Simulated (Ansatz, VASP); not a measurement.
# KTaO3 in two plane-wave programs, part 3 of 3

One calculation is typed for both programs; each brings its own data sets. How far apart do they land? The cell is taken from a series of runs on this material, whose earlier steps may have relaxed, scaled, displaced or heated it; both programs get it as it stands.

VASP 6.6.1 and Ansatz 0.2.0.

So far: Set-up; VASP: zone-centre phonons, LDA.

### Step 3. Ansatz: zone-centre phonons, LDA

Level of this step: Ansatz beside VASP: Kohn-Sham DFT, plane waves, LDA (Ansatz).

Ansatz runs on its PAW soft_1 files.

The same cell, functional (in two slightly different forms) and mesh now go to Ansatz, which takes its cutoff from its data sets.

Input file input.yaml:

```yaml
crystal:
  lattice:
    - [3.938141068, 0.0, 0.0]
    - [0.0, 3.938141068, 0.0]
    - [0.0, 0.0, 3.938141068]
  atoms:
    - { symbol: O, position: [0.5, 0.0, 0.0] }
    - { symbol: O, position: [0.0, 0.5, 0.0] }
    - { symbol: O, position: [0.0, 0.0, 0.5] }
    - { symbol: K, position: [0.5, 0.5, 0.5] }
    - { symbol: Ta, position: [0.0, 0.0, 0.0] }
kpoints:
  mp_grid: { grid: [8, 8, 8] }
hamiltonian:
  xc: lda
  pseudopotentials: { kind: paw, azcp: { folder: soft_1 }, xc_functional: pbe }
scf:
  occupations: { method: fixed }
output:
  eigenvalues: true
phonons:
  method: dfpt
  dielectric: true
  rigid_motions: translations
```

Launch:

```bash
ansatz run input.yaml --threads 8 --pin off --max-ram 16384MiB --backend cpu --events-out ev --progress --plain --runs-dir out
```

Numbers of over 12 decimals in the logs are rounded to 6 here.

Log:

```text
Engine: ansatz 0.2.0, aarch64-unknown-linux-gnu
Pseudopotentials: kind: paw
Pseudopotential: O, paw, valence charge 6, recommended cutoff 420 eV (normal), soft_1/O.paw.azcp
Pseudopotential: K, paw, valence charge 9, recommended cutoff 420 eV (normal), soft_1/K.paw.azcp
Pseudopotential: Ta, paw, valence charge 13, recommended cutoff 420 eV (normal), soft_1/Ta.paw.azcp
Functional definition: SPW92
  exchange = slater_x
  correlation = pw_c
Crystal: 5 atoms, lattice volume = 61.076 Å³
Basis set: ecut = 420 eV, 1213 PW (Γ), exchange–correlation on 54×54×54 points (8 copies of the dense FFT grid, shifted against one another)
Bands: 25, of which v1, the nominal top of the filled ones, is band 20 counted from 1 (19 counted from 0)
Symmetry: 48 space group operations
k-points: 170 of 512 (irreducible under 2 space group operations, time reversal used)
Non-local potential: O, projectors of the file, l = 0: 2, l = 1: 2, l = 2: 1
Non-local potential: K, projectors of the file, l = 0: 3, l = 1: 2, l = 2: 2
Non-local potential: Ta, projectors of the file, l = 0: 3, l = 1: 2, l = 2: 2, l = 3: 1
PAW form: soft (Blöchl's): semilocal exchange-correlation on the pseudo side does not see the compensation charge
PAW frozen core: O, regenerated for the run's functional, and the local potential with it (the file was generated under x = pbe(κ = 0.804, μ = 0.219515), c = pbe(β = 0.066725))
PAW frozen core: K, regenerated for the run's functional, and the local potential with it (the file was generated under x = pbe(κ = 0.804, μ = 0.219515), c = pbe(β = 0.066725))
PAW frozen core: Ta, regenerated for the run's functional, and the local potential with it (the file was generated under x = pbe(κ = 0.804, μ = 0.219515), c = pbe(β = 0.066725))
PAW one-centre angular grid: O, 110 points (default); XC on 64 Gauss nodes
PAW one-centre angular grid: K, 110 points (default); XC on 64 Gauss nodes
PAW one-centre angular grid: Ta, 590 points (default); XC on 64 Gauss nodes
Initial density: superposition of atomic densities (chi_scale 0.1, normalization cell, long waves kept (reshape's long-wave potential 0.00 eV rms))
Initial wavefunctions: pseudopotential atomic-orbital guess
Functional: x = slater, c = lda
SCF iter   1: F=—  HF=-12852.311555 eV  |F-HF|=—  |Δ(HF+E_count)|=         —  Δρ=5.55e-2  dr2=1.62e0  ethr=3.10e-3  ⟨swp⟩=4.3  Hψ=18098  notcnv=0  defer=453
preconditioner: auto → Resta (q_TF=auto, 2.542 Å⁻¹)  ε∞=4.5  [insulator: Δε(μ)=2.509 eV  Ē_g=13.848 eV  n_scr=18 (ndim 8)  ℏωp=26.0 eV  f_vac=0.000  ε∞_Penn≈4.5]
SCF iter   2: F=—  HF=-12851.943464 eV  |F-HF|=—  |Δ(HF+E_count)|=   3.68e-1  Δρ=2.85e-2  dr2=4.30e-1  ethr=3.10e-3  ⟨swp⟩=2.0  Hψ=7036  notcnv=0  defer=440
SCF iter   3: F=—  HF=-12851.824556 eV  |F-HF|=—  |Δ(HF+E_count)|=   1.19e-1  Δρ=6.85e-3  dr2=2.56e-2  ethr=1.07e-3  ⟨swp⟩=2.0  Hψ=7241  notcnv=0  defer=420
SCF iter   4: F=—  HF=-12851.821528 eV  |F-HF|=—  |Δ(HF+E_count)|=   3.03e-3  Δρ=5.06e-3  dr2=1.31e-2  ethr=6.40e-5  ⟨swp⟩=2.2  Hψ=7234  notcnv=0  defer=474
SCF iter   5: F=—  HF=-12851.818434 eV  |F-HF|=—  |Δ(HF+E_count)|=   3.09e-3  Δρ=7.29e-4  dr2=2.21e-4  ethr=3.28e-5  ⟨swp⟩=2.0  Hψ=6805  notcnv=0  defer=490
SCF iter   6: F=—  HF=-12851.818428 eV  |F-HF|=—  |Δ(HF+E_count)|=   6.38e-6  Δρ=9.72e-5  dr2=4.37e-6  ethr=5.52e-7  ⟨swp⟩=2.0  Hψ=6513  notcnv=0  defer=388
SCF iter   7: F=—  HF=-12851.818426 eV  |F-HF|=—  |Δ(HF+E_count)|=   1.20e-6  Δρ=1.49e-5  dr2=7.95e-8  ethr=1.09e-8  ⟨swp⟩=2.0  Hψ=5592  notcnv=0  defer=285
SCF iter   8: F=—  HF=-12851.818426 eV  |F-HF|=—  |Δ(HF+E_count)|=   1.55e-7  Δρ=1.61e-6  dr2=1.28e-9  ethr=1.99e-10  ⟨swp⟩=2.8  Hψ=7645  notcnv=0  defer=235
SCF iter   9: F=-12851.818426 eV  HF=-12851.818426 eV  |F-HF|=3.64e-12  |Δ(HF+E_count)|=  2.71e-10  Δρ=2.32e-7  dr2=1.61e-11  ethr=1.00e-12  ⟨swp⟩=13.2  Hψ=27102  notcnv=0
SCF 1 converged in 9 iterations: F = -12851.818426 eV  dr2 = 1.61e-11
  greatest PAW one-centre occupation: 0.999 electrons in one spin orbital (limit 2), on the Ta atom at site 4 (counted from 0), in its partial waves of l = 0
DFPT response loops at Γ: preconditioner auto → none (the input reference at scf.mixing.eps_inf says where Resta's filter doesn't serve); β = 0.50; Broyden in place of MSR1
── the response to a field inside a basis, on 8×8×8 k-points: an SCF that follows is theirs, and a resumed run solves both again ──
Bands: 21, of which v1, the nominal top of the filled ones, is band 20 counted from 1 (19 counted from 0)
k-points: 20 of 512
Initial density: handed on by an earlier stage of this run
Initial wavefunctions: pseudopotential atomic-orbital guess (no wavefunctions were taken with the density)
Eigensolver: Dense (20 Hₖ)
SCF iter   1: F=—  HF=-12851.818239 eV  |F-HF|=—  |Δ(HF+E_count)|=         —  Δρ=4.57e-4  dr2=2.22e-5  ethr=1.00e-1
preconditioner: auto → Resta (q_TF=auto, 2.542 Å⁻¹)  ε∞=5.8  [insulator: Δε(μ)=2.449 eV  Ē_g=12.330 eV  n_scr=18 (ndim 8)  ℏωp=26.9 eV  f_vac=0.007  ε∞_Penn≈5.8]
SCF iter   2: F=—  HF=-12851.818232 eV  |F-HF|=—  |Δ(HF+E_count)|=   6.56e-6  Δρ=2.00e-4  dr2=6.66e-6  ethr=5.56e-8
SCF iter   3: F=—  HF=-12851.818231 eV  |F-HF|=—  |Δ(HF+E_count)|=   1.38e-6  Δρ=8.54e-5  dr2=7.62e-7  ethr=1.66e-8
SCF iter   4: F=-12851.818231 eV  HF=-12851.818231 eV  |F-HF|=1.40e-8  |Δ(HF+E_count)|=   1.99e-7  Δρ=5.04e-6  dr2=2.03e-8  ethr=1.91e-9
SCF 1 converged in 4 iterations: F = -12851.818231 eV  dr2 = 2.03e-8
DFPT response loops at Γ: mixed as the last ones told, above
SCF converged after 9 iterations
Free energy (F): -12851.818426 eV
Harris-Foulkes:  -12851.818426 eV  (|F-HF|=3.64e-12)
Internal energy: -12851.818426 eV  (E = F + TS)
E sigma→0 (E₀):  -12851.818426 eV
Fermi energy:    8.867673 eV
--- Per-component energies (eV) ---
  E_band       = -244.993200
  E_kinetic    = 1149.804270
  E_local      = -2173.257527  (includes V_loc(G=0)·N_el)
  E_nonlocal   = 175.303968
  E_hartree    = 773.133588
  E_xc         = -663.327837
  E_vxc        = -670.175395  (∫ρ·V_xc dr)
  E_paw        = -9257.012764  (= ΣΔE_a)
  E_vpaw       = -272.938146  (= ΣTr[D̂ρ^β])
  E_aug_tail   = 0.002530  (compensation charges beyond the density's cutoff)
  E_ewald      = -2857.271917
  E_core_change = 0.807262  (= ΣΔE_core)
  E_smearing   = -0.000000  (= −TS)
  E_closure    = 0.000000  (closes the sum)
  Σ components = -12851.818426   (vs F -12851.818426, Δ=0.00e0)
--- Band table (eV; the first three rows and the last of 170) ---
  k-point 0: bands = [... 16 lower, 7.7314, 8.2606, 8.2606, 8.2606, 11.0260, 11.0260, 11.0260, 15.5503, ... 1 higher]
  k-point 1: bands = [... 16 lower, 7.6484, 7.7783, 8.1743, 8.1743, 11.0516, 11.5472, 11.5472, 15.8394, ... 1 higher]
  k-point 2: bands = [... 16 lower, 7.1193, 7.4584, 8.0893, 8.0893, 11.1150, 12.6303, 12.6303, 16.1754, ... 1 higher]
  k-point 169: bands = [... 16 lower, 4.8190, 8.8677, 8.8677, 8.8677, 15.6495, 15.6495, 15.6495, 17.7093, ... 1 higher]
--- Phonons (Γ-DFPT): 4 representative perturbations + reference, on 170 of 512 k-points (Σ response iterations 12) ---
  k mesh reduced under 2 symmetry operations, with k and −k counted as one. Each operation leaves every solved perturbation unchanged. A smaller set is not considered because the run solves the response to a homogeneous field
  ASR residual: 2.090e-4 → 0.000e0 eV/Å²; symmetrization residual: 4.924e-6 eV/Å²
  ASR residual per site (eV/Å²): 4.41e-5 4.41e-5 4.41e-5 5.39e-5 2.09e-4
  Γ frequencies (cm⁻¹): 0.00 0.00 0.00 113.49 113.49 113.49 185.56 185.56 185.56 243.98 243.98 243.98 570.60 570.60 570.60
  ε∞ (high-frequency dielectric tensor):
        5.415237     0.000000     0.000000
        0.000000     5.415237     0.000000
        0.000000     0.000000     5.415237
  ε⁰ (static dielectric tensor: ions relaxed, cell fixed):
      127.451136     0.000000     0.000000
        0.000000   127.451136     0.000000
        0.000000     0.000000   127.451136
  ε⁰ − ε∞ (ionic part):
      122.035899     0.000000     0.000000
        0.000000   122.035899     0.000000
        0.000000     0.000000   122.035899
  softest optical mode at Γ: 113.49 cm⁻¹; the repairs (sum rule, projections) moved no ω² at Γ by more than (1.42 cm⁻¹)²
  Born effective charges Z* (e; rows j = field, columns β = displacement):
    site 0:
        -6.48037   -0.00000    0.00000
        -0.00000   -1.68744    0.00000
        -0.00000   -0.00000   -1.68744
    site 1:
        -1.68744    0.00000    0.00000
         0.00000   -6.48037    0.00000
        -0.00000   -0.00000   -1.68744
    site 2:
        -1.68744    0.00000    0.00000
        -0.00000   -1.68744    0.00000
         0.00000   -0.00000   -6.48037
    site 3:
         1.15287    0.00000    0.00000
        -0.00000    1.15287    0.00000
        -0.00000   -0.00000    1.15287
    site 4:
         8.70238    0.00000    0.00000
        -0.00000    8.70238    0.00000
        -0.00000    0.00000    8.70238
  Z* charge neutrality: 1.817e-3 e pre-enforcement
  solved inside a basis spanned on kpoints, on 8×8×8 k-points, its susceptibility summed on 12×12×12: ε∞ is read to err by 1.5e-2, Z* by 3.9e-2 e (field_mesh: kpoints solves on kpoints); Z* is corrected for what the basis lacks
  optical modes at Γ without the LO–TO term, one row a degenerate level:
      ω (cm⁻¹)  modes    IR ((D/Å)²/amu)
[...]
optical modes at Γ + LO–TO along q̂ = [1.0000, 0.0000, 0.0000]:
      ω (cm⁻¹)  modes    IR ((D/Å)²/amu)
[...]
optical modes at Γ + LO–TO along q̂ = [0.0000, 1.0000, 0.0000]:
      ω (cm⁻¹)  modes    IR ((D/Å)²/amu)
[...]
834.30      1            72.3786
  optical modes at Γ + LO–TO along q̂ = [0.0000, 0.0000, 1.0000]:
      ω (cm⁻¹)  modes    IR ((D/Å)²/amu)
        113.49      2            82.7167
        176.66      1             0.0324
        185.56      2            12.8663
        243.98      3             0.0000
        395.53      1             6.7988
        570.60      2            62.8366
        834.30      1            72.3786
```

In the SCF lines HF is the Harris–Foulkes energy and dr2 the Hartree energy of the density residual, in eV; the loop may stop once dr2 is under the threshold and the program's other checks hold. Hψ counts applications of the Hamiltonian.

### Step 4. Comparison

Known differences besides the potentials themselves: the two LDA forms differ slightly; fixed occupations in Ansatz, narrow Gaussian smearing in VASP; VASP's response is taken on the typed mesh, Ansatz refines its own for the field response alone; the data sets hold 40 valence electrons in Ansatz (on its PAW soft_1 files) and 38 in VASP; the cutoff is 420 eV in Ansatz and 600 eV in VASP; VASP's log shows a relativistic correction to its local exchange, Ansatz's none. Total energies have different zeros and are not compared.

Compared:

```csv
quantity,Ansatz,VASP,difference
ε∞ xx,5.42,5.51,-1.65 %
ε∞ yy,5.42,5.51,-1.65 %
ε∞ zz,5.42,5.51,-1.65 %
Born charge of O1 (mean of the diagonal) (e),-3.29,-3.31,+0.03
Born charge of K4 (mean of the diagonal) (e),1.15,1.16,0.00
Born charge of Ta5 (mean of the diagonal) (e),8.70,8.78,-0.07
optical mode 1 to 3 (cm⁻¹),113.5,124.1,-8.54 %
optical mode 4 to 6 (cm⁻¹),185.6,190.0,-2.35 %
optical mode 7 to 9 (cm⁻¹),244.0,240.9,+1.29 %
optical mode 10 to 12 (cm⁻¹),570.6,582.2,-1.99 %
```

Modes are paired by rising frequency, not by their patterns, so a pair may set unlike modes beside each other; they are those without the splitting of longitudinal modes.

### Step 5. Summary of results

| Quantity | Value |
| --- | --- |
| r.m.s. difference of the optical zone-centre modes, each program's sorted by frequency (zone-centre phonons, LDA) | 8.3 cm⁻¹ |
| difference in optical mode 1 to 3 (zone-centre phonons, LDA) | -8.5 % |

**Reading.** The r.m.s. difference of the optical zone-centre modes, each program's sorted by frequency is 8.3 cm⁻¹ (zone-centre phonons, LDA). The data sets hold unlike numbers of valence electrons (40 in Ansatz and 38 in VASP), so part of the differences comes from the potentials. Among the rows given in per cent, the largest difference of the zone-centre phonons, LDA pair is in optical mode 1 to 3, -8.5 %. What causes the difference of the zone-centre phonons, LDA pair stays open here. How closely two codes agree says nothing of how well the functional describes the real material.

[Lines on the potential files, build, host, timing and source positions are cut from VASP's logs without a mark.]

[Logs are printed without paths, hosts, clocks, repeated set-up lines and the standing remarks that a program may print on its own settings, such as how far it seeks lower states.]

[Hosts, paths, dates, database ids (printed as entryN), source tags and the programs' standing remarks are cut or masked in the printed files.]
